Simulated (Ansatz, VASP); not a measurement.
**Ir (Iridium) in two plane-wave programs**

One calculation is typed for both programs; each brings its own data sets and cutoff. How far apart do they land? The cell is a member of a volume series, scaled by 1.06 from a relaxed one, so a pressure remains.

Main program and level: Ansatz 0.2.0; plane waves, with VASP 6.6.1 beside it; single point at PBEsol and band structure at PBEsol, spin-orbit coupling.

### 1. The structure

Symmetry: Fm-3m, No. 225, cubic system. The conventional cell has a = 3.909 Å, b = 3.909 Å, c = 3.909 Å, α = 90.00°, β = 90.00°, γ = 90.00°. Ir has 12 Ir at 2.76 Å nearest.

### 2. Ansatz: single point, PBEsol

Ansatz runs on its default PAW (the set named soft_2) files.

A single point gives forces, pressure and levels at one fixed geometry, so differences don't come from the geometry; what else differs is listed under the comparison.

input.yaml

```yaml
crystal:
  lattice:
    - [0.0, 1.9544703099, 1.9544703099]
    - [1.9544703099, 0.0, 1.9544703099]
    - [1.9544703099, 1.9544703099, 0.0]
  atoms:
    - { symbol: Ir, position: [0.0, 0.0, 0.0] }
hamiltonian:
  xc: pbesol
  pseudopotentials: { kind: paw }
kpoints:
  mp_grid: { grid: [10, 10, 10] }
scf:
  occupations: { method: methfessel_paxton, width: 0.2 }
  n_extra_bands: 4
output:
  forces: true
  stress: true
  eigenvalues: true
```

Run with:

```sh
$ ansatz run input.yaml --threads 2 --pin off --max-ram 4608MiB --backend cpu --events-out ev --progress --plain --runs-dir out
```

Numbers of over 12 decimals in the logs are rounded to 6 here.

The log of the run:

```text
scf.n_extra_bands = 4 over 9 filled bands (N_el = 17.0): the run solves 13 bands
Engine: ansatz 0.2.0, x86_64-unknown-linux-gnu
Pseudopotentials: kind: paw
Pseudopotential: Ir, paw, valence charge 17, recommended cutoff 420 eV (normal), Ir.paw.azcp
Functional definition: PBEsol
  exchange = pbesol_x
  correlation = pbesol_c
Crystal: 1 atoms, lattice volume = 14.932 Å³
Basis set: ecut = 420 eV, 283 PW (Γ), exchange–correlation on 40×40×40 points (8 copies of the dense FFT grid, shifted against one another)
Bands: 13, of which v1, the nominal top of the filled ones, is band 9 counted from 1 (8 counted from 0)
Symmetry: 48 space group operations
Space group: Fm-3m (ITA 225), of the structure as read, at distance tolerance 2.5e-5 Å
k-points: 47 of 1000
Non-local potential: Ir, projectors of the file, l = 0: 3, l = 1: 2, l = 2: 2, l = 3: 1
PAW form: soft (Blöchl's): semilocal exchange-correlation on the pseudo side does not see the compensation charge
PAW frozen core: Ir, regenerated for the run's functional, and the local potential with it (the file was generated under x = pbe(κ = 0.804, μ = 0.219515), c = pbe(β = 0.066725))
PAW one-centre angular grid: Ir, 590 points (default); XC on 64 Gauss nodes
Initial density: superposition of atomic densities (neutral atoms: chi_scale 0, normalization atom), corrected by the library's trained network
Initial wavefunctions: pseudopotential atomic-orbital guess
Functional: x = pbesol(κ = 0.804, μ = 0.123457), c = pbesol(β = 0.046)
SCF iter   1: F=—  HF=-11798.980180 eV  |F-HF|=—  |Δ(HF+E_count)|=         —  Δρ=6.84e-3  dr2=3.17e-3  ethr=1.77e-3  ⟨swp⟩=5.0  Hψ=2920  notcnv=0
preconditioner: auto → none  [metal: Δε(μ)=0.029 eV  Ē_g=13.592 eV  σ=0.200 eV  W_gap=0.12  n_scr=8 (ndim 8)  ℏωp=28.8 eV  f_vac=0.000  D(μ)=1.16/eV (n_scr^D=14)  sad-step TF]
SCF iter   2: F=—  HF=-11798.979502 eV  |F-HF|=—  |Δ(HF+E_count)|=   6.78e-4  S|Δr|=    0.00e0  Δρ=3.55e-3  dr2=8.32e-4  ethr=1.86e-5  ⟨swp⟩=2.0  Hψ=1151  notcnv=0
SCF iter   3: F=—  HF=-11798.979421 eV  |F-HF|=—  |Δ(HF+E_count)|=   8.07e-5  S|Δr|=    0.00e0  Δρ=2.96e-4  dr2=9.20e-6  ethr=4.89e-6  ⟨swp⟩=2.0  Hψ=809  notcnv=0
SCF iter   4: F=—  HF=-11798.979420 eV  |F-HF|=—  |Δ(HF+E_count)|=   1.51e-6  S|Δr|=    0.00e0  Δρ=7.97e-5  dr2=4.44e-7  ethr=5.41e-8  ⟨swp⟩=2.1  Hψ=858  notcnv=0
SCF iter   5: F=-11798.979420 eV  HF=-11798.979420 eV  |F-HF|=4.57e-9  |Δ(HF+E_count)|=   4.20e-8  S|Δr|=    0.00e0  Δρ=1.23e-5  dr2=5.06e-9  ethr=5.88e-10  ⟨swp⟩=5.2  Hψ=2682  notcnv=0
SCF 1 converged in 5 iterations: F = -11798.979420 eV  dr2 = 5.06e-9
  greatest PAW one-centre occupation: 1.000 electrons in one spin orbital (limit 2), on the Ir atom at site 0 (counted from 0), in its partial waves of l = 0
SCF converged after 5 iterations
Stability not checked: this state was not tested for a lower state beside it, because cold or Methfessel-Paxton smearing, or corrected tetrahedra, fill the levels in a way that the test cannot read (fill_not_monotonic; see scf.lower_state_search)
Free energy (F): -11798.979420 eV
Harris-Foulkes:  -11798.979420 eV  (|F-HF|=4.57e-9)
Internal energy: -11798.978479 eV  (E = F + TS)
E sigma→0 (E₀):  -11798.979185 eV
Entropy (-TS):   -0.000941 eV (-0.941 meV/atom)
Fermi energy:    24.022106 eV
--- Per-component energies (eV) ---
  E_band       = -110.422283
  E_kinetic    = 620.764660
  E_local      = -1127.936845  (includes V_loc(G=0)·N_el)
  E_nonlocal   = 75.633557
  E_hartree    = 426.887585
  E_xc         = -265.578136
  E_vxc        = -298.475931  (∫ρ·V_xc dr)
  E_paw        = -9088.469474  (= ΣΔE_a)
  E_vpaw       = -234.183157  (= ΣTr[D̂ρ^β])
  E_aug_tail   = 0.000055  (compensation charges beyond the density's cutoff)
  E_ewald      = -2440.545165
  E_core_change = 0.265285  (= ΣΔE_core)
  E_smearing   = -0.000941  (= −TS)
  E_closure    = 0.000000  (closes the sum)
  Σ components = -11798.979420   (vs F -11798.979420, Δ=0.00e0)
--- Forces (eV/Å), atoms counted from 1 ---
  atom   1  Ir    -0.00000000    -0.00000000    -0.00000000
  max |Σ_I F_I| component: 1.27e-31 eV/Å
--- Stress (GPa, compression-positive) ---
      -20.241026       0.000000      -0.000000
        0.000000     -20.241026       0.000000
       -0.000000      -0.000000     -20.241026
  P = ⅓ Tr σ = -20.2410 GPa (-202.410 kbar)
--- Band table (eV; the first three rows and the last of 47) ---
  k-point 0: bands = [... 5 lower, 20.3513, 20.3513, 20.3513, 22.8527, 22.8527, 37.6582, 42.8682, 42.8682]
  k-point 1: bands = [... 5 lower, 20.1474, 20.5188, 20.5188, 22.7552, 22.7552, 38.3432, 41.1888, 43.5476]
  k-point 2: bands = [... 5 lower, 19.8239, 20.7775, 20.7775, 22.7709, 22.7709, 38.5153, 39.7791, 45.3972]
  k-point 46: bands = [... 5 lower, 18.6140, 20.3689, 22.6016, 25.2978, 31.3189, 31.6652, 33.6033, 36.6146]
```

Wall time 0.51 s (2 threads of AMD EPYC 7B13 (Zen 3), shared host); peak memory 0.32 GiB; 0.73 s of CPU time.

In the SCF lines HF is the Harris–Foulkes energy and dr2 the Hartree energy of the density residual, in eV; the loop may stop once dr2 is under the threshold and the program's other checks hold. Hψ counts applications of the Hamiltonian.

The run ends at a pressure of -20.24 GPa.

### 3. VASP: single point, PBEsol

The same cell, functional, mesh and smearing now go to VASP, with its own data sets and cutoff.

Lines of VASP's logs that name or quote its potential files are left out, and so is its time.

INCAR

```
SYSTEM = Ir
PREC = Accurate
ENCUT = 400
EDIFF = 1E-06
NELM = 100
ISMEAR = 1
SIGMA = 0.2
LREAL = .FALSE.
ALGO = Normal
GGA = PS
NBANDS = 10
LASPH = .TRUE.
LORBIT = 11
LWAVE = .FALSE.
LCHARG = .FALSE.
KPAR = 2
ISIF = 2
```

POSCAR

```
Ir
1.0
    0.0000000000      1.9544703099      1.9544703099
    1.9544703099      0.0000000000      1.9544703099
    1.9544703099      1.9544703099      0.0000000000
Ir
1
Direct
    0.0000000000      0.0000000000      0.0000000000
```

KPOINTS

```
Automatic mesh
0
Gamma
10 10 10
0 0 0
```

Potentials, in the order of the species: Ir (PBE family, release 64).

Run with:

```sh
$ mpirun -np 2 vasp_std
```

The log of the run:

```text
[banner, memory and clock lines left out]
running    2 mpi-ranks, on    1 nodes
 distrk:  each k-point on    1 cores,    2 groups
 distr:  one band on    1 cores,    1 groups

 POSCAR found type information on POSCAR Ir
 POSCAR found :  1 types and       1 ions
|                                                                             |
|               ----> ADVICE to this user running VASP <----                  |
|                                                                             |
|     You enforced a specific xc type in the INCAR file but a different       |
|     [... a line on the potential file left out ...]
|     I HOPE YOU KNOW WHAT YOU ARE DOING!                                     |
|                                                                             |

 LDA part: xc-table for (Slater+PW92), standard interpolation
 POSCAR, INCAR and KPOINTS ok, starting setup
 FFT: planning ... GRIDC
 FFT: planning ... GRID_SOFT
 FFT: planning ... GRID
 WAVECAR not read
 entering main loop
       N       E                     dE             d eps       ncg     rms          rms(c)
DAV:   1     0.377911735243E+02    0.37791E+02   -0.36915E+03   988   0.654E+02
DAV:   2    -0.965528988116E+01   -0.47446E+02   -0.44041E+02   974   0.175E+02
DAV:   3    -0.104245541646E+02   -0.76926E+00   -0.76801E+00  1136   0.266E+01
DAV:   4    -0.104309006714E+02   -0.63465E-02   -0.63456E-02  1032   0.227E+00
DAV:   5    -0.104310317892E+02   -0.13112E-03   -0.13111E-03  1062   0.317E-01    0.136E+01
DAV:   6    -0.986353414223E+01    0.56750E+00   -0.11106E+00  1040   0.123E+01    0.509E+00
DAV:   7    -0.977575265997E+01    0.87781E-01   -0.28503E-01  1128   0.569E+00    0.145E+00
DAV:   8    -0.977333485744E+01    0.24178E-02   -0.21076E-03  1000   0.440E-01    0.113E+00
DAV:   9    -0.976909297013E+01    0.42419E-02   -0.20994E-03  1032   0.636E-01    0.179E-02
DAV:  10    -0.976908962459E+01    0.33455E-05   -0.11418E-05  1306   0.329E-02    0.198E-02
DAV:  11    -0.976909129361E+01   -0.16690E-05   -0.94638E-07   810   0.605E-03    0.883E-04
DAV:  12    -0.976909129765E+01   -0.40451E-08   -0.23316E-08   492   0.159E-03
   1 F= -.97690913E+01 E0= -.97687751E+01  d E =-.948561E-03
```

From OUTCAR (step 3):

```text
ion  position               nearest neighbor table
   1  0.000  0.000  0.000-

  LATTYP: Found a face centered cubic cell.
 ALAT       =     3.9089406198

 Subroutine GETGRP returns: Found 48 space group operations
 (whereof 48 operations were pure point group operations)

The static configuration has the point symmetry O_h .

 Found     47 irreducible k-points:

   k-points           NKPTS =     47   k-points in BZ     NKDIM =     47   number of bands    NBANDS=     10

   dimension x,y,z NGX =    18 NGY =   18 NGZ =   18
   dimension x,y,z NGXF=    36 NGYF=   36 NGZF=   36

   ENCUT  =  400.0 eV  29.40 Ry    5.42 a.u.   4.51  4.51  4.51*2*pi/ulx,y,z

   NELECT =       9.0000    total number of electrons

 k-points in reciprocal lattice and weights: Automatic mesh
   0.00000000  0.00000000  0.00000000       0.001
   0.10000000  0.00000000  0.00000000       0.008
   0.20000000  0.00000000  0.00000000       0.008
   0.30000000  0.00000000  0.00000000       0.008
   0.40000000  0.00000000  0.00000000       0.008
   0.50000000  0.00000000  0.00000000       0.004
   0.10000000  0.10000000  0.00000000       0.006
   0.20000000  0.10000000  0.00000000       0.024
   0.30000000  0.10000000  0.00000000       0.024
[...]
-0.30000000  0.40000000  0.20000000       0.024
  -0.30000000  0.50000000  0.20000000       0.012

 average (electrostatic) potential at core
       1 -49.3711

 E-fermi :   9.4006

 k-point     1 :       0.0000    0.0000    0.0000
  band No.  band energies     occupation
    ...
      2       5.7344      2.00000
      3       5.7344      2.00000
      4       5.7344      2.00000
      5       8.2322      2.00000
      6       8.2322      2.00000
      7      23.7384      0.00000
      8      29.0000      0.00000
      9      29.0000      0.00000
     10      29.0000      0.00000

 k-point     2 :       0.1000    0.0000    0.0000
  band No.  band energies     occupation
    ...
      2       5.5330      2.00000
      3       5.9026      2.00000
      4       5.9026      2.00000
      5       8.1365      2.00000
      6       8.1365      2.00000
      7      24.4146      0.00000
      8      27.1257      0.00000
      9      29.6618      0.00000
     10      29.6618      0.00000

 k-point     3 :       0.2000    0.0000    0.0000
  band No.  band energies     occupation
    ...
      2       5.2124      2.00000
      3       6.1623      2.00000
      4       6.1623      2.00000
      5       8.1547      2.00000
      6       8.1547      2.00000
      7      24.2853      0.00000
      8      25.7393      0.00000
      9      31.4175      0.00000
     10      31.4175      0.00000

  Total       -1.8246724     -1.8246724     -1.8246724      0.0000000     -0.0000000      0.0000000
  in kB     -195.7844726   -195.7844726   -195.7844726      0.0000000     -0.0000000      0.0000000
  external PRESSURE =    -195.7844726 kB  Pullay stress =       0.0000000 kB

  energy-cutoff  :      400.00
  volume of cell :       14.93
      direct lattice vectors                 reciprocal lattice vectors
     0.000000000  1.954470310  1.954470310    -0.255823789  0.255823789  0.255823789
     1.954470310  0.000000000  1.954470310     0.255823789 -0.255823789  0.255823789
     1.954470310  1.954470310  0.000000000     0.255823789  0.255823789 -0.255823789

 POSITION                                       TOTAL-FORCE (eV/Angst)
 -----------------------------------------------------------------------------------
      0.00000      0.00000      0.00000         0.000000      0.000000      0.000000
 -----------------------------------------------------------------------------------
    total drift:                                0.000000     -0.000000      0.000000

  FREE ENERGIE OF THE ION-ELECTRON SYSTEM (eV)
  ---------------------------------------------------
  free  energy   TOTEN  =        -9.7690912977 eV

  energy  without entropy=       -9.7681427363  energy(sigma->0) =       -9.76877511

 total charge
# of ion       s       p       d       tot
------------------------------------------
    1        0.641   0.670   6.895   8.206

[... 3 further parts left out ...]
```

The run ends at a pressure of -19.58 GPa.

### 4. Side by side

Known differences besides the PAW data sets themselves: the data sets hold 17 valence electrons in Ansatz (default PAW (the set named soft_2) files) and 9 in VASP; the cutoff is 420 eV in Ansatz and 400 eV in VASP; Ansatz makes its cores anew for this functional, VASP keeps those of its PBE data sets. Total energies have different zeros and are not compared.

Both answers:

```tsv
quantity	Ansatz	VASP	difference
pressure (GPa)	-20.24	-19.58	-0.66
```

Ansatz's pressure holds a Pulay correction of 0.06 GPa; VASP's holds none.

(Part 1 of 2 ends here.)

[Lines on the potential files, build, host, timing and source positions are cut from VASP's logs without a mark.]

[Logs are printed without paths, hosts, clocks, repeated set-up lines and the standing remarks that a program may print on its own settings, such as how far it seeks lower states.]

[Hosts, paths, dates, database ids (printed as entryN), source tags and the programs' standing remarks are cut or masked in the printed files.]
